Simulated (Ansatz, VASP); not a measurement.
## Al5Te (Te/Al(110)) in two plane-wave programs

Wanted: the spread between two codes on one cell, functional and k mesh. The structure shown is the end of the Ansatz relaxation below.

Calculated with Ansatz 0.2.0; plane waves, with VASP 6.6.1 beside it; PBE.

## Step 1: The starting structure

The cell holds 6 atoms: 5 Al and 1 Te. Its edges and angles: a = 4.050 Å, b = 2.864 Å, c = 24.750 Å, α = 90.0°, β = 90.0°, γ = 90.0°. Vacuum lies along c.

## Step 2: Ansatz: relaxation, PBE

Ansatz runs on its default PAW (the set named soft_2) files.

This run makes the geometry at which the two programs are then compared.

The input, input.yaml:

```yaml
crystal:
  lattice:
    - [4.05, 0.0, 0.0]
    - [0.0, 2.8637824638, 0.0]
    - [0.0, 0.0, 24.7502621437]
  atoms:
    - { symbol: Al, position: [0.0, 0.0, 0.3636325122] }
    - { symbol: Al, position: [0.5, 0.5, 0.4214860905] }
    - { symbol: Al, position: [0.0, 0.0, 0.4781571122] }
    - { symbol: Al, position: [0.5, 0.5, 0.5377938848] }
    - { symbol: Al, position: [0.0, 0.0, 0.5912899694] }
    - { symbol: Te, position: [0.5, 0.5, 0.6363674878] }
kpoints:
  mp_grid: { grid: [8, 10, 1] }
hamiltonian:
  xc: pbe
scf:
  occupations: { method: fermi_dirac, width: 0.1 }
  convergence: { dr2_threshold: 1.0e-08 }
efield:
  axis: 3
  dipole_correction: true
  ramp_position: 0.97
  ramp_width: 0.06
relax:
  f_tol: 0.02
  max_steps: 60
  constraints: [{ sites: [0, 1] }]
output:
  bader: true
  write_potential: true
  write_density: true
  volumetric_format: npy
```

Started as:

```
$ ansatz run input.yaml --threads 4 --pin off --max-ram 6144MiB --backend cpu --events-out ev --progress --plain --runs-dir out
```

Numbers of over 12 decimals in the logs are rounded to 6 here.

Log:

```text
Engine: ansatz 0.2.0, x86_64-unknown-linux-gnu
Pseudopotentials: kind: paw
Pseudopotential: Al, paw, valence charge 3, recommended cutoff 420 eV (normal), Al.paw.azcp
Pseudopotential: Te, paw, valence charge 16, recommended cutoff 420 eV (normal), Te.paw.azcp
Functional definition: PBE
  parameter kappa = 0.804
  parameter beta = 0.066725
  exchange = pbe_x(kappa = kappa, mu = beta*pi^2/3)
  correlation = pbe_c(beta = beta)
Crystal: 6 atoms, lattice volume = 287.061 Å³
Basis set: ecut = 420 eV, 5631 PW (Γ), exchange–correlation on 60×40×360 points (8 copies of the dense FFT grid, shifted against one another)
Bands: 22, of which v1, the nominal top of the filled ones, is band 16 counted from 1 (15 counted from 0)
Symmetry: 4 space group operations
Space group: Pmm2 (ITA 25), of the structure as read, at distance tolerance 6.6e-5 Å
k-points: 30 of 80
Non-local potential: Al, projectors of the file, l = 0: 2, l = 1: 2, l = 2: 1
Non-local potential: Te, projectors of the file, l = 0: 2, l = 1: 2, l = 2: 2, l = 3: 2
PAW form: soft (Blöchl's): semilocal exchange-correlation on the pseudo side does not see the compensation charge
PAW one-centre angular grid: Al, 110 points (default); XC on 64 Gauss nodes
PAW one-centre angular grid: Te, 590 points (default); XC on 64 Gauss nodes
Initial density: superposition of atomic densities (neutral atoms: chi_scale 0, normalization atom), corrected by the library's trained network
Initial wavefunctions: pseudopotential atomic-orbital guess
Functional: x = pbe(κ = 0.804, μ = 0.219515), c = pbe(β = 0.066725)
SCF iter   1: F=—  HF=-9665.069791 eV  |F-HF|=—  |Δ(HF+E_count)|=         —  Δρ=5.86e-3  dr2=4.60e0  ethr=1.77e-3  p=-0.033 e·Å  D=-2.07e-2 V/Å  ΔV_dip=0.51 eV  dr2_dipole=2.13e0  V_vac-E_F(+/−)=4.27/3.76 eV  ⟨swp⟩=8.9  Hψ=4315  notcnv=0
efield: sawtooth ramp at fractional position 0.9700 (set: `efield.ramp_position`, or a place that a band, a saddle search or an elastic batch's reference lends), width 0.0600; the density the first Hamiltonian is built on has a dipole p = -0.033 e·Å; the dipole correction subtracts the counter field D = -2.07e-2 V/Å, which shifts the + side's vacuum level by +0.51 eV against the − side's; the planar-averaged density in the ramp window peaks in size at 5.1e-6 e/Å³
preconditioner: auto → LDOS  [metal: Δε(μ)=0.013 eV  Ē_g=7.393 eV  σ=0.100 eV  W_gap=0.03  n_scr=32 (ndim 8)  ℏωp=10.0 eV  f_vac=0.558  D(μ)=2.71/eV (n_scr^D=10)  β→1.0]
SCF iter   2: F=—  HF=-9664.874664 eV  |F-HF|=—  |Δ(HF+E_count)|=   1.95e-1  Δρ=1.80e-3  dr2=2.42e-2  ethr=1.77e-3  p=0.034 e·Å  D=2.15e-2 V/Å  ΔV_dip=-0.53 eV  dr2_dipole=3.34e-4  V_vac-E_F(+/−)=3.69/4.22 eV  ⟨swp⟩=3.0  Hψ=1117  notcnv=0  defer=4
SCF iter   3: F=—  HF=-9664.872742 eV  |F-HF|=—  |Δ(HF+E_count)|=   1.92e-3  Δρ=9.65e-4  dr2=6.36e-3  ethr=7.79e-5  p=0.042 e·Å  D=2.64e-2 V/Å  ΔV_dip=-0.65 eV  dr2_dipole=5.70e-4  V_vac-E_F(+/−)=3.65/4.30 eV  ⟨swp⟩=2.1  Hψ=1268  notcnv=0  defer=4
SCF iter   4: F=—  HF=-9664.871645 eV  |F-HF|=—  |Δ(HF+E_count)|=   1.10e-3  Δρ=2.76e-4  dr2=8.37e-4  ethr=2.05e-5  p=0.042 e·Å  D=2.68e-2 V/Å  ΔV_dip=-0.66 eV  dr2_dipole=3.25e-4  V_vac-E_F(+/−)=3.66/4.33 eV  ⟨swp⟩=2.0  Hψ=1102  notcnv=0  defer=4
SCF iter   5: F=—  HF=-9664.871599 eV  |F-HF|=—  |Δ(HF+E_count)|=   4.53e-5  Δρ=5.82e-5  dr2=4.11e-5  ethr=2.70e-6  p=0.044 e·Å  D=2.75e-2 V/Å  ΔV_dip=-0.68 eV  dr2_dipole=2.06e-5  V_vac-E_F(+/−)=3.66/4.34 eV  ⟨swp⟩=2.6  Hψ=1131  notcnv=0  defer=4
SCF iter   6: F=—  HF=-9664.871692 eV  |F-HF|=—  |Δ(HF+E_count)|=   9.26e-5  Δρ=1.99e-5  dr2=3.16e-6  ethr=1.33e-7  p=0.044 e·Å  D=2.79e-2 V/Å  ΔV_dip=-0.69 eV  dr2_dipole=4.53e-7  V_vac-E_F(+/−)=3.65/4.35 eV  ⟨swp⟩=1.8  Hψ=823  notcnv=0  defer=4
SCF iter   7: F=—  HF=-9664.871704 eV  |F-HF|=—  |Δ(HF+E_count)|=   1.23e-5  Δρ=5.72e-6  dr2=4.38e-7  ethr=1.02e-8  p=0.045 e·Å  D=2.82e-2 V/Å  ΔV_dip=-0.70 eV  dr2_dipole=1.36e-7  V_vac-E_F(+/−)=3.65/4.35 eV  ⟨swp⟩=2.5  Hψ=1066  notcnv=0  defer=4
SCF iter   8: F=—  HF=-9664.871704 eV  |F-HF|=—  |Δ(HF+E_count)|=   1.39e-7  Δρ=1.47e-6  dr2=1.39e-8  ethr=1.41e-9  p=0.045 e·Å  D=2.82e-2 V/Å  ΔV_dip=-0.70 eV  dr2_dipole=2.34e-10  V_vac-E_F(+/−)=3.65/4.35 eV  ⟨swp⟩=2.2  Hψ=846  notcnv=0  defer=4
SCF iter   9: F=-9664.871704 eV  HF=-9664.871704 eV  |F-HF|=2.07e-9  |Δ(HF+E_count)|=   1.89e-8  Δρ=3.68e-7  dr2=1.32e-9  ethr=3.23e-11  p=0.045 e·Å  D=2.82e-2 V/Å  ΔV_dip=-0.70 eV  dr2_dipole=1.98e-10  V_vac-E_F(+/−)=3.65/4.35 eV  ⟨swp⟩=9.8  Hψ=4272  notcnv=0
SCF 1 converged in 9 iterations: F = -9664.871704 eV  dr2 = 1.32e-9
  greatest PAW one-centre occupation: 0.998 electrons in one spin orbital (limit 2), on the Te atom at site 5 (counted from 0), in its partial waves of l = 2
relax step   1: F+E_penalty+E_count = -9664.87170433 eV  Δ(F+E_penalty+E_count) = +0.000e0 eV  max|allowed force component| = 4.918e0 eV/Å  Δτ_max = 0.0000 Å  (9 SCF iters, accepted)
[...]
relax step   5: F+E_penalty+E_count = -9666.28186844 eV  Δ(F+E_penalty+E_count) = -6.276e-2 eV  max|allowed force component| = 1.866e-1 eV/Å  Δτ_max = 0.2000 Å  (7 SCF iters, accepted)
[...]
relax step   6: F+E_penalty+E_count = -9666.29811623 eV  Δ(F+E_penalty+E_count) = -1.625e-2 eV  max|allowed force component| = 1.688e-2 eV/Å  Δτ_max = 0.1655 Å  (7 SCF iters, accepted)
NSCF: frozen V_eff on 30 k-points
the band table was solved once a step of the walk had ended and its energy, with any forces and stress, was formed, with the checks that follow a solve (4605 applications of the Hamiltonian). They found nothing against the state; the energy, forces and stress were not computed again (output.eigenvalues in the input reference)
WARN: The input density's exchange-correlation potential varies sharply where the density is thin. Do not read a vacuum level from v_tot or v_xc, or from such a field of the output density. On a cell that repeats whose density bears no net charge and no dipole along the vacuum's axis use v_es (v_loc + v_h of the components); under efield.dipole_correction with no amplitude use v_es + v_field, which holds any external [...]
SCF converged after 7 iterations
Free energy (F): -9666.298116 eV
Harris-Foulkes:  -9666.298116 eV  (|F-HF|=6.94e-9)
Internal energy: -9666.208209 eV  (E = F + TS)
E sigma→0 (E₀):  -9666.253163 eV
Entropy (-TS):   -0.089907 eV (-14.984 meV/atom)
Fermi energy:    0.887812 eV
Dipole field:    D = -0.012468 V/Å  (p = -0.019779 e·Å, saw-weighted, corrected)
Work function:   Φ+ = 4.3988 eV   Φ− = 4.0902 eV
Levels:          The Fermi level and band energies are counted from a zero that moves with the ramp; work functions are not
--- Per-component energies (eV) ---
  E_band       = -441.624222
  E_kinetic    = 289.100075
  E_local      = -13508.569076  (includes V_loc(G=0)·N_el)
  E_nonlocal   = -258.160996
  E_hartree    = 6838.909945
  E_xc         = -320.043822
  E_vxc        = -244.972036  (∫ρ·V_xc dr)
  E_paw        = -6998.407593  (= ΣΔE_a)
  E_vpaw       = -397.613288  (= ΣTr[D̂ρ^β])
  E_aug_tail   = -0.000180  (compensation charges beyond the density's cutoff)
  E_efield     = 0.000123  (sawtooth field / dipole correction)
  E_vefield    = 0.771751  (∫n·V_field dr)
  E_ewald      = 4290.963313
  E_smearing   = -0.089907  (= −TS)
  E_closure    = 0.000000  (closes the sum)
  Σ components = -9666.298116   (vs F -9666.298116, Δ=0.00e0)
--- Forces (eV/Å), atoms counted from 1 ---
  atom   1  Al     0.00000000     0.00000000     0.16329222
  atom   2  Al    -0.00000000     0.00000000    -0.17594539
  atom   3  Al    -0.00000000     0.00000000    -0.00415148
  atom   4  Al     0.00000000     0.00000000     0.01687626
  atom   5  Al    -0.00000000     0.00000000    -0.01381836
  atom   6  Te     0.00000000     0.00000000     0.01373731
  max |Σ_I F_I| component: 9.44e-6 eV/Å
--- Band table (eV; the first three rows and the last of 30) ---
  k-point 0: bands = [... 12 lower, -0.9401, -0.2039, 0.4136, 0.7005, 1.8602, 2.7735, 2.8776, 4.5093, ... 2 higher]
  k-point 1: bands = [... 12 lower, -0.7716, -0.0371, 0.5792, 0.8674, 2.0265, 2.9362, 2.9813, 3.3591, ... 2 higher]
  k-point 2: bands = [... 12 lower, -0.2946, 0.3489, 0.4330, 1.0727, 1.3609, 1.8121, 2.5354, 3.0849, ... 2 higher]
  k-point 29: bands = [... 12 lower, -1.8109, -1.4507, -1.1389, -0.9501, 0.2770, 0.4735, 0.8348, 1.6514, ... 2 higher]
--- Relaxed structure (6 steps of the walk, 6 accepted, 0 SCFs on fresh bases) ---
  F+E_penalty+E_count = -9666.29811623 eV   max|allowed force component| = 1.688e-2 eV/Å
  atoms:
    - { symbol: Al, position: [0.0, 0.0, 0.363633] }
    - { symbol: Al, position: [0.500000, 0.500000, 0.4214860905] }
    - { symbol: Al, position: [1.1438227472228097e-18, 0.0, 0.479281] }
    - { symbol: Al, position: [0.500000, 0.500000, 0.538437] }
    - { symbol: Al, position: [7.665360163231669e-18, 0.0, 0.598822] }
    - { symbol: Te, position: [0.500000, 0.500000, 0.674698] }
--- Bader charges: 6 sites ---
  site symbol  charge [e]  shift [e]
     0     Al      0.0281     0.0000
     1     Al     -0.0104     0.0000
     2     Al      0.0164     0.0000
     3     Al      0.0414     0.0000
     4     Al      0.4043     0.0021
     5     Te     -0.4799     0.0021
  estimated error of the sums over rays = 4.1e-4 e
```

## Step 3: VASP: single point, PBE, pair 1

The same cell, functional, mesh and smearing now go to VASP, with its own data sets.

Lines of VASP's logs that name or quote its potential files are left out, and so is its time.

The input, INCAR:

```
SYSTEM = Al5Te
PREC = Accurate
ENCUT = 400
EDIFF = 1E-06
NELM = 120
ISMEAR = -1
SIGMA = 0.1
LREAL = .FALSE.
ALGO = Normal
GGA = PE
NBANDS = 16
LORBIT = 11
LWAVE = .FALSE.
LCHARG = .FALSE.
ISIF = 2
LDIPOL = .TRUE.
IDIPOL = 3
DIPOL = 0.5 0.5 0.512
LVHAR = .TRUE.
LASPH = .TRUE.
GGA_COMPAT = .FALSE.
NELMDL = -8
KPAR = 4
```

The input, POSCAR:

```
Al5Te
1.0
    4.0500000000      0.0000000000      0.0000000000
    0.0000000000      2.8637824638      0.0000000000
    0.0000000000      0.0000000000     24.7502621437
Al Te
5 1
Direct
    0.0000000000      0.0000000000      0.3636325122
    0.5000000000      0.5000000000      0.4214860905
    0.0000000000      0.0000000000      0.4792810246
    0.5000000000      0.5000000000      0.5384366720
    0.0000000000      0.0000000000      0.5988218998
    0.5000000000      0.5000000000      0.6746976956
```

The input, KPOINTS:

```
Automatic mesh
0
Gamma
8 10 1
0 0 0
```

PAW data sets: Al and Te (PBE family, release 64).

Started as:

```
$ mpirun -np 4 vasp_std
```

Log:

```text
[banner, memory and clock lines left out]
running    4 mpi-ranks, on    1 nodes
 distrk:  each k-point on    1 cores,    4 groups
 distr:  one band on    1 cores,    1 groups

 POSCAR found type information on POSCAR AlTe
 POSCAR found :  2 types and       6 ions
 LDA part: xc-table for (Slater+PW92), standard interpolation
 POSCAR, INCAR and KPOINTS ok, starting setup
 FFT: planning ... GRIDC
 FFT: planning ... GRID_SOFT
 FFT: planning ... GRID
 WAVECAR not read
 entering main loop
       N       E                     dE             d eps       ncg     rms          rms(c)
DAV:   1     0.731834419691E+02    0.73183E+02   -0.57157E+03   960   0.741E+02
DAV:   2    -0.171582267159E+02   -0.90342E+02   -0.87043E+02  1392   0.139E+02
DAV:   3    -0.217903327177E+02   -0.46321E+01   -0.45981E+01  1312   0.346E+01
DAV:   4    -0.219546811935E+02   -0.16435E+00   -0.16427E+00  1592   0.728E+00
DAV:   5    -0.219581831373E+02   -0.35019E-02   -0.35018E-02  1496   0.110E+00
DAV:   6    -0.219584356875E+02   -0.25255E-03   -0.25255E-03  1776   0.226E-01
DAV:   7    -0.219584411054E+02   -0.54179E-05   -0.54179E-05  1480   0.247E-02
DAV:   8    -0.219584416607E+02   -0.55524E-06   -0.55525E-06  1568   0.642E-03    0.705E+00
DAV:   9    -0.248754091476E+02   -0.29170E+01   -0.58774E+01  1424   0.247E+01    0.102E+01
DAV:  10    -0.208223107420E+02    0.40531E+01   -0.32210E+01  1264   0.181E+01    0.563E+00
DAV:  11    -0.212220219040E+02   -0.39971E+00   -0.65711E+00  1216   0.949E+00    0.409E+00
DAV:  12    -0.208060288429E+02    0.41599E+00   -0.49576E+00  1272   0.777E+00    0.151E+00
DAV:  13    -0.207008472111E+02    0.10518E+00   -0.48592E-01  1216   0.300E+00    0.773E-01
DAV:  14    -0.207012070449E+02   -0.35983E-03   -0.47542E-02  1216   0.111E+00    0.313E-01
[...]
DAV:  23    -0.206982763253E+02   -0.16024E-04   -0.75956E-06  1264   0.124E-02    0.789E-03
DAV:  24    -0.206983038668E+02   -0.27542E-04   -0.31985E-06   992   0.815E-03    0.443E-03
DAV:  25    -0.206983147030E+02   -0.10836E-04   -0.21612E-06   984   0.580E-03    0.437E-03
DAV:  26    -0.206983228626E+02   -0.81596E-05   -0.64447E-07   920   0.332E-03    0.486E-03
DAV:  27    -0.206983304309E+02   -0.75683E-05   -0.16131E-06  1032   0.458E-03    0.182E-03
DAV:  28    -0.206983341619E+02   -0.37310E-05   -0.24681E-07   776   0.223E-03    0.151E-03
DAV:  29    -0.206983373224E+02   -0.31605E-05   -0.25552E-07   824   0.169E-03    0.679E-04
DAV:  30    -0.206983382611E+02   -0.93867E-06   -0.53965E-08   752   0.982E-04
   1 F= -.20698338E+02 E0= -.20653357E+02  d E =-.899634E-01
```

From OUTCAR (step 3):

```text
ion  position               nearest neighbor table
   1  0.000  0.000  0.364-   3 2.86   2 2.86   2 2.86   2 2.86   2 2.86
   2  0.500  0.500  0.421-   3 2.86   3 2.86   3 2.86   3 2.86   1 2.86   1 2.86   1 2.86   1 2.86
                             4 2.89
   3  0.000  0.000  0.479-   1 2.86   2 2.86   2 2.86   2 2.86   2 2.86   4 2.88   4 2.88   4 2.88
                             4 2.88   5 2.96
   4  0.500  0.500  0.538-   3 2.88   3 2.88   3 2.88   3 2.88   2 2.89   5 2.90   5 2.90   5 2.90
                             5 2.90   6 3.37
   5  0.000  0.000  0.599-   4 2.90   4 2.90   4 2.90   4 2.90   3 2.96   6 3.11   6 3.11   6 3.11
                             6 3.11
   6  0.500  0.500  0.675-   5 3.11   5 3.11   5 3.11   5 3.11   4 3.37

  LATTYP: Found a simple orthorhombic cell.
 ALAT       =     2.8637824638
 B/A-ratio  =     1.4142135624
 C/A-ratio  =     8.6425077521

 Subroutine GETGRP returns: Found  4 space group operations
 (whereof  4 operations were pure point group operations)

The static configuration has the point symmetry C_2v.

 Found     30 irreducible k-points:

   k-points           NKPTS =     30   k-points in BZ     NKDIM =     30   number of bands    NBANDS=     16

   dimension x,y,z NGX =    28 NGY =   20 NGZ =  162
   dimension x,y,z NGXF=    56 NGYF=   40 NGZF=  324

   ENCUT  =  400.0 eV  29.40 Ry    5.42 a.u.   6.60  4.67 40.36*2*pi/ulx,y,z

   NELECT =      21.0000    total number of electrons

 k-points in reciprocal lattice and weights: Automatic mesh
   0.00000000  0.00000000  0.00000000       0.013
   0.12500000  0.00000000  0.00000000       0.025
   0.25000000  0.00000000  0.00000000       0.025
   0.37500000  0.00000000  0.00000000       0.025
   0.50000000  0.00000000  0.00000000       0.013
   0.00000000  0.10000000  0.00000000       0.025
   0.12500000  0.10000000  0.00000000       0.050
   0.25000000  0.10000000  0.00000000       0.050
   0.37500000  0.10000000  0.00000000       0.050
[...]
0.37500000  0.50000000  0.00000000       0.025
   0.50000000  0.50000000  0.00000000       0.013

 dipolmoment           0.000000      0.000000      0.019656 electrons x Angstroem

 average (electrostatic) potential at core
       1 -80.1877       2 -80.1342       3 -80.1549       4 -80.1678       5 -80.5054
       6 -94.2965

 E-fermi :   0.5697

 k-point     1 :       0.0000    0.0000    0.0000
  band No.  band energies     occupation
    ...
      7      -1.5872      2.00000
      8      -1.2608      2.00000
      9      -0.5221      1.99996
     10       0.0944      1.98290
     11       0.3807      1.73746
     12       1.5417      0.00012
     13       2.4570      0.00000
     14       2.5586      0.00000
     15       4.1899      0.00000
     16       4.3558      0.00000

 k-point     2 :       0.1250    0.0000    0.0000
  band No.  band energies     occupation
    ...
      6      -3.4473      2.00000
      7      -2.7760      2.00000
      8      -1.3875      2.00000
      9      -0.8598      2.00000
     10       0.6440      0.64486
     11       1.2727      0.00177
     12       1.8741      0.00000
     13       2.2880      0.00000
     14       3.4362      0.00000
     15       4.1106      0.00000
    ...

 k-point     3 :       0.2500    0.0000    0.0000
  band No.  band energies     occupation
    ...
      6      -4.3300      2.00000
      7      -3.1186      2.00000
      8      -2.7227      2.00000
      9      -0.7843      2.00000
     10      -0.3729      1.99984
     11       2.0145      0.00000
     12       2.4783      0.00000
     13       3.6483      0.00000
     14       4.1380      0.00000
     15       4.7754      0.00000
    ...

  Total       -1.5021184      0.6371034     -0.1735647      0.0000000      0.0000000      0.0000000
  in kB       -8.3837805      3.5558683     -0.9687174      0.0000000      0.0000000      0.0000000
  external PRESSURE =      -1.9322099 kB  Pullay stress =       0.0000000 kB

  energy-cutoff  :      400.00
  volume of cell :      287.06
      direct lattice vectors                 reciprocal lattice vectors
     4.050000000  0.000000000  0.000000000     0.246913580  0.000000000  0.000000000
     0.000000000  2.863782464  0.000000000     0.000000000  0.349188534  0.000000000
     0.000000000  0.000000000 24.750262144     0.000000000  0.000000000  0.040403612

 POSITION                                       TOTAL-FORCE (eV/Angst)
 -----------------------------------------------------------------------------------
      0.00000      0.00000      9.00000         0.000000      0.000000      0.165375
      2.02500      1.43189     10.43189         0.000000      0.000000     -0.175329
      0.00000      0.00000     11.86233         0.000000      0.000000     -0.005740
      2.02500      1.43189     13.32645         0.000000      0.000000      0.014349
      0.00000      0.00000     14.82100         0.000000      0.000000     -0.019770
      2.02500      1.43189     16.69894         0.000000      0.000000      0.021115
 -----------------------------------------------------------------------------------
    total drift:                               -0.000000     -0.000000      0.000054

  FREE ENERGIE OF THE ION-ELECTRON SYSTEM (eV)
  ---------------------------------------------------
  free  energy   TOTEN  =       -20.6983382611 eV

  energy  without entropy=      -20.6083748530  energy(sigma->0) =      -20.65335656

 vacuum level on the upper side and lower side of the slab         4.969         4.662

 total charge
# of ion       s       p       d       tot
------------------------------------------
    1        0.477   0.280   0.000   0.757
    2        0.433   0.329   0.000   0.762
    3        0.438   0.324   0.000   0.763
    4        0.434   0.322   0.000   0.757
    5        0.462   0.268   0.000   0.730
    6        1.419   1.885   0.057   3.362
--------------------------------------------------
tot          3.664   3.409   0.057   7.130

[... 3 further parts left out ...]
```

## Step 4: Differences

Known differences besides the potentials themselves: the data sets hold 31 valence electrons in Ansatz (on its default PAW (the set named soft_2) files) and 21 in VASP; the cutoff is 420 eV in Ansatz and 400 eV in VASP. Total energies have different zeros and are not compared.

The two programs side by side:

```tsv
quantity	Ansatz	VASP	difference
work function, lower of the two faces (eV)	4.09	4.09	0.00
work function, higher of the two faces (eV)	4.40	4.40	0.00
```

Forces (eV/Å; atoms numbered as in POSCAR):

```tsv
atom	Ansatz x, y, z	VASP x, y, z
Al1	0.000, 0.000, 0.163	0.000, 0.000, 0.165
Al2	0.000, 0.000, -0.176	0.000, 0.000, -0.175
Al3	0.000, 0.000, -0.004	0.000, 0.000, -0.006
Al4	0.000, 0.000, 0.017	0.000, 0.000, 0.014
Al5	0.000, 0.000, -0.014	0.000, 0.000, -0.020
Te6	0.000, 0.000, 0.014	0.000, 0.000, 0.021
```

The forces differ by 2.4 meV/Å r.m.s., which is 4.2 % of the r.m.s. force of 0.057 eV/Å (both taken over all components). Where the cell holds vacuum, a pressure given here is an average over it and none of the material.

(Continued in part 2 of 2.)

[Lines on the potential files, build, host, timing and source positions are cut from VASP's logs without a mark.]

[Logs are printed without paths, hosts, clocks, repeated set-up lines and the standing remarks that a program may print on its own settings, such as how far it seeks lower states.]

[Hosts, paths, dates, database ids (printed as entryN), source tags and the programs' standing remarks are cut or masked in the printed files.]
